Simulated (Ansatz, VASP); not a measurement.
# Cross-check of Si2Mo between VASP and Ansatz, part 2 of 2

Wanted: the spread between two codes on one cell, functional and k mesh. The cell is taken from a series of runs on this material, whose earlier steps may have relaxed, scaled, displaced or heated it; both programs get it as it stands.

VASP 6.6.1 and Ansatz 0.2.0.

So far: The starting structure; VASP: zone-centre phonons, LDA.

**3. Ansatz: zone-centre phonons, LDA**

Level of this step: Ansatz beside VASP: Kohn-Sham DFT, plane waves, LDA (Ansatz).

Ansatz runs on its PAW soft_1 files.

The same cell, functional (in two slightly different forms), mesh and smearing now go to Ansatz, which takes its cutoff from its data sets.

input.yaml reads:

```yaml
crystal:
  lattice:
    - [-1.5872074131, 1.5872074131, 3.8887918425]
    - [1.5872074131, -1.5872074131, 3.8887918425]
    - [1.5872074131, 1.5872074131, -3.8887918425]
  atoms:
    - { symbol: Si, position: [0.335254523, 0.335254523, 0.0] }
    - { symbol: Si, position: [0.664745477, 0.664745477, 0.0] }
    - { symbol: Mo, position: [0.0, 0.0, 0.0] }
kpoints:
  mp_grid: { grid: [20, 20, 20] }
hamiltonian:
  xc: lda
  pseudopotentials: { kind: paw, azcp: { folder: soft_1 }, xc_functional: pbe }
scf:
  occupations: { method: methfessel_paxton, width: 0.2 }
output:
  eigenvalues: true
phonons:
  method: dfpt
```

Launch:

```console
$ ansatz run input.yaml --threads 4 --pin off --max-ram 10240MiB --backend cpu --events-out ev --progress --plain --runs-dir out
```

Numbers of over 12 decimals in the logs are rounded to 6 here.

What it wrote:

```text
zone centre: on kpoints.mp_grid the ground state, and the responses unless they are solved on pairs of k-points, stand on 1166 of the mesh's 8000 k-points, reduced under 4 symmetry operations, with k and −k counted as one. Each operation leaves every solved displacement unchanged or reverses it
Engine: ansatz 0.2.0, x86_64-unknown-linux-gnu
Pseudopotentials: kind: paw
Pseudopotential: Si, paw, valence charge 4, recommended cutoff 420 eV (normal), soft_1/Si.paw.azcp
Pseudopotential: Mo, paw, valence charge 14, recommended cutoff 420 eV (normal), soft_1/Mo.paw.azcp
Functional definition: SPW92
  exchange = slater_x
  correlation = pw_c
Crystal: 3 atoms, lattice volume = 39.187 Å³
Basis set: ecut = 420 eV, 769 PW (Γ), exchange–correlation on 64×64×64 points (8 copies of the dense FFT grid, shifted against one another)
Bands: 15, of which v1, the nominal top of the filled ones, is band 11 counted from 1 (10 counted from 0)
Symmetry: 16 space group operations
k-points: 1166 of 8000 (irreducible under 4 space group operations, time reversal used)
Non-local potential: Si, projectors of the file, l = 0: 2, l = 1: 2, l = 2: 1
Non-local potential: Mo, projectors of the file, l = 0: 3, l = 1: 2, l = 2: 2, l = 3: 1
PAW form: soft (Blöchl's): semilocal exchange-correlation on the pseudo side does not see the compensation charge
PAW frozen core: Si, regenerated for the run's functional, and the local potential with it (the file was generated under x = pbe(κ = 0.804, μ = 0.219515), c = pbe(β = 0.066725))
PAW frozen core: Mo, regenerated for the run's functional, and the local potential with it (the file was generated under x = pbe(κ = 0.804, μ = 0.219515), c = pbe(β = 0.066725))
PAW one-centre angular grid: Si, 110 points (default); XC on 64 Gauss nodes
PAW one-centre angular grid: Mo, 590 points (default); XC on 64 Gauss nodes
Initial density: superposition of atomic densities (chi_scale 0.1, normalization cell, long waves kept (reshape's long-wave potential 0.00 eV rms))
Initial wavefunctions: pseudopotential atomic-orbital guess
Functional: x = slater, c = lda
SCF iter   1: F=—  HF=-6063.170123 eV  |F-HF|=—  |Δ(HF+E_count)|=         —  Δρ=9.23e-2  dr2=4.96e0  ethr=3.10e-3  ⟨swp⟩=5.3  Hψ=99793  notcnv=0
preconditioner: auto → Kerker (q_TF=auto, 2.478 Å⁻¹)  [metal: Δε(μ)=0.019 eV  Ē_g=8.251 eV  σ=0.200 eV  W_gap=0.08  n_scr=10 (ndim 8)  ℏωp=22.2 eV  f_vac=0.000  D(μ)=0.45/eV (n_scr^D=0)]
SCF iter   2: F=—  HF=-6062.022772 eV  |F-HF|=—  |Δ(HF+E_count)|=    1.15e0  S|Δr|=    0.00e0  Δρ=3.09e-2  dr2=2.67e-1  ethr=3.10e-3  ⟨swp⟩=2.2  Hψ=43368  notcnv=0
SCF iter   3: F=—  HF=-6061.967922 eV  |F-HF|=—  |Δ(HF+E_count)|=   5.48e-2  S|Δr|=    0.00e0  Δρ=1.42e-2  dr2=5.62e-2  ethr=1.21e-3  ⟨swp⟩=2.1  Hψ=24326  notcnv=0
SCF iter   4: F=—  HF=-6061.955202 eV  |F-HF|=—  |Δ(HF+E_count)|=   1.27e-2  S|Δr|=    0.00e0  Δρ=2.41e-3  dr2=2.30e-3  ethr=2.56e-4  ⟨swp⟩=2.3  Hψ=25531  notcnv=0
SCF iter   5: F=—  HF=-6061.954545 eV  |F-HF|=—  |Δ(HF+E_count)|=   6.57e-4  S|Δr|=    0.00e0  Δρ=3.48e-4  dr2=8.88e-5  ethr=1.05e-5  ⟨swp⟩=2.8  Hψ=28728  notcnv=0
SCF iter   6: F=—  HF=-6061.954528 eV  |F-HF|=—  |Δ(HF+E_count)|=   1.77e-5  S|Δr|=    0.00e0  Δρ=3.71e-5  dr2=9.91e-7  ethr=4.04e-7  ⟨swp⟩=2.2  Hψ=22106  notcnv=0
SCF iter   7: F=—  HF=-6061.954528 eV  |F-HF|=—  |Δ(HF+E_count)|=   7.82e-7  S|Δr|=    0.00e0  Δρ=5.89e-6  dr2=1.62e-8  ethr=4.50e-9  ⟨swp⟩=2.2  Hψ=23583  notcnv=0
SCF iter   8: F=—  HF=-6061.954528 eV  |F-HF|=—  |Δ(HF+E_count)|=   1.85e-9  S|Δr|=    0.00e0  Δρ=9.26e-7  dr2=2.30e-10  ethr=7.36e-11  ⟨swp⟩=2.6  Hψ=29593  notcnv=0
SCF iter   9: F=-6061.954528 eV  HF=-6061.954528 eV  |F-HF|=4.55e-12  |Δ(HF+E_count)|=  7.55e-11  S|Δr|=    0.00e0  Δρ=1.46e-7  dr2=5.53e-12  ethr=1.00e-12  ⟨swp⟩=5.7  Hψ=76199  notcnv=0
SCF 1 converged in 9 iterations: F = -6061.954528 eV  dr2 = 5.53e-12
  greatest PAW one-centre occupation: 0.998 electrons in one spin orbital (limit 2), on the Mo atom at site 2 (counted from 0), in its partial waves of l = 0
DFPT response loops at Γ: preconditioner auto → Kerker (q_TF=auto, 2.478 Å⁻¹) (partly filled bands, converged f_vac=0.000); β = 1.00, the filter's whole step (`scf.mixing.beta` (0.50) is not read by the response loops under this deck's `scf.mixing.preconditioner`; to damp them name `kerker` or `kerker_dos`, under which they read `scf.mixing.beta`, and type it under 1.00, their step now; both keys bind the ground state too); Broyden in place of MSR1
SCF converged after 9 iterations
Stability not checked: this state was not tested for a lower state beside it, because cold or Methfessel-Paxton smearing, or corrected tetrahedra, fill the levels in a way that the test cannot read (fill_not_monotonic; see scf.lower_state_search)
Free energy (F): -6061.954528 eV
Harris-Foulkes:  -6061.954528 eV  (|F-HF|=4.55e-12)
Internal energy: -6061.955116 eV  (E = F + TS)
E sigma→0 (E₀):  -6061.954675 eV
Entropy (-TS):   0.000588 eV (0.196 meV/atom)
Fermi energy:    16.185273 eV
--- Per-component energies (eV) ---
  E_band       = -41.707520
  E_kinetic    = 515.378155
  E_local      = -1120.288682  (includes V_loc(G=0)·N_el)
  E_nonlocal   = 200.095959
  E_hartree    = 426.792022
  E_xc         = -292.784924
  E_vxc        = -322.788022  (∫ρ·V_xc dr)
  E_paw        = -4070.176610  (= ΣΔE_a)
  E_vpaw       = -167.689091  (= ΣTr[D̂ρ^β])
  E_aug_tail   = 0.000137  (compensation charges beyond the density's cutoff)
  E_ewald      = -1721.612649
  E_core_change = 0.641477  (= ΣΔE_core)
  E_smearing   = 0.000588  (= −TS)
  E_closure    = -0.000000  (closes the sum)
  Σ components = -6061.954528   (vs F -6061.954528, Δ=0.00e0)
--- Band table (eV; the first three rows and the last of 1166) ---
  k-point 0: bands = [... 7 lower, 12.9949, 13.5223, 13.5223, 16.5796, 19.3954, 19.4808, 19.7759, 19.7759]
  k-point 1: bands = [... 7 lower, 13.0196, 13.3143, 13.9217, 16.2642, 19.1998, 19.5716, 19.6660, 19.8166]
  k-point 2: bands = [... 7 lower, 12.7952, 13.0956, 14.4849, 15.4859, 18.7503, 19.5951, 19.8844, 19.9192]
  k-point 1165: bands = [... 7 lower, 13.9406, 15.5958, 15.5958, 15.7448, 15.7448, 16.7199, 20.9971, 21.4991]
--- Phonons (Γ-DFPT): 4 representative perturbations + reference, on 1166 of 8000 k-points (Σ response iterations 12) ---
  k mesh reduced under 4 symmetry operations, with k and −k counted as one. Each operation leaves every solved displacement unchanged or reverses it
  ASR residual: 4.648e-5 → 0.000e0 eV/Å²; symmetrization residual: 4.128e-6 eV/Å²
  ASR residual per site (eV/Å²): 4.65e-5 4.65e-5 8.46e-6
  Γ frequencies (cm⁻¹): 0.00 0.00 0.00 279.96 279.96 320.84 332.99 332.99 440.23
  non-analytic LO–TO correction: not included (Born effective charges unavailable; polar crystals: no LO–TO splitting at Γ)
```

The column dr2 measures how far the density is from self-consistency, as an energy; F and HF (Harris–Foulkes) agree once it is small.

**4. Side by side**

Known differences besides the potentials themselves: the cutoff is 420 eV in Ansatz and 500 eV in VASP; VASP's log shows a relativistic correction to its local exchange, Ansatz's none. Total energies have different zeros and are not compared.

The two programs side by side:

| quantity | Ansatz | VASP | difference |
| --- | --- | --- | --- |
| optical mode 1 to 2 (cm⁻¹) | 280.0 | 281.4 | -0.53 % |
| optical mode 3 (cm⁻¹) | 320.8 | 322.6 | -0.53 % |
| optical mode 4 to 5 (cm⁻¹) | 333.0 | 333.5 | -0.15 % |
| optical mode 6 (cm⁻¹) | 440.2 | 440.3 | -0.02 % |

Modes are paired by rising frequency, not by their patterns, so a pair may set unlike modes beside each other; they are those without the splitting of longitudinal modes.

**5. Outcome**

```
r.m.s. difference of the optical zone-centre modes, each program's sorted by frequency (zone-centre phonons, LDA) : 1.1 cm⁻¹
difference in optical mode 3 (zone-centre phonons, LDA)                                                           : -0.5 %
```

In words: The r.m.s. difference of the optical zone-centre modes, each program's sorted by frequency is 1.1 cm⁻¹ (zone-centre phonons, LDA). Among the rows given in per cent, the largest difference of the zone-centre phonons, LDA pair is in optical mode 3, -0.5 %. How closely two codes agree says nothing of how well the functional describes the real material.

[Lines on the potential files, build, host, timing and source positions are cut from VASP's logs without a mark.]

[Logs are printed without paths, hosts, clocks, repeated set-up lines and the standing remarks that a program may print on its own settings, such as how far it seeks lower states.]

[Hosts, paths, dates, database ids (printed as entryN), source tags and the programs' standing remarks are cut or masked in the printed files.]
